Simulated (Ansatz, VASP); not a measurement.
## One calculation of Si, two programs

File INCAR:

```
SYSTEM = Si
ALGO = Normal ; EDIFF = 1E-6
ENCUT = 520 ; ISIF = 2
ISMEAR = 0 ; LASPH = .True.
LCHARG = .False. ; LREAL = .False.
LWAVE = .False. ; NBANDS = 11
NELM = 80 ; PREC = Accurate
SIGMA = 0.05
```

The input KPOINTS:

```
k-points
0
Gamma
  12 12 12
  0 0 0
```

POSCAR

```
Si
1.0
    0.0000000000      2.6775761816      2.8797331833
    2.6775761816      0.0000000000      2.8797331833
    2.6775761816      2.6775761816      0.0000000000
Si
2
Direct
    0.5000000000      0.5000000000      0.5000000000
    0.7500000000      0.7500000000      0.7500000000
```

Input for Ansatz:

```yaml
crystal:
  lattice:
    - [0.0, 2.6775761816, 2.8797331833]
    - [2.6775761816, 0.0, 2.8797331833]
    - [2.6775761816, 2.6775761816, 0.0]
  atoms:
    - { symbol: Si, position: [0.5, 0.5, 0.5] }
    - { symbol: Si, position: [0.75, 0.75, 0.75] }
basis:
  ecutwfc: 420
kpoints:
  mp_grid: { grid: [12, 12, 12] }
hamiltonian:
  xc: lda
  pseudopotentials: { kind: paw, azcp: { folder: soft_1 } }
scf:
  occupations: { method: gaussian, width: 0.05 }
output:
  forces: true
  stress: true
  eigenvalues: true
```

Alike in both runs: task single point; functional LDA; k mesh 12 × 12 × 12; occupations gaussian, width 0.05 eV; no spin polarisation.

|  | VASP | Ansatz |
| --- | --- | --- |
| version | VASP 6.6.1 | Ansatz 0.2.0 |
| potentials or method | VASP PAW LDA potentials, release 64 (Si) | scalar-relativistic, plane waves, PAW |
| plane-wave cutoff (eV) | 520 | 420 |
| valence electrons in the cell | 8 | 8 |

Ansatz gave:

```
gap on the k mesh at the Fermi level (eV)       : 0.14
least direct gap on the mesh (eV)               : 1.94
pressure (GPa)                                  : -4.2
largest component of the traceless stress (GPa) : 5.20
```

**Question.** Estimate VASP's values.

**Answer.** gap on the k mesh at the Fermi level (eV): 0.13; least direct gap on the mesh (eV): 1.95; pressure (GPa): -4.2; largest component of the traceless stress (GPa): 5.20.

Ansatz warned: «pseudo_functional_mismatch».
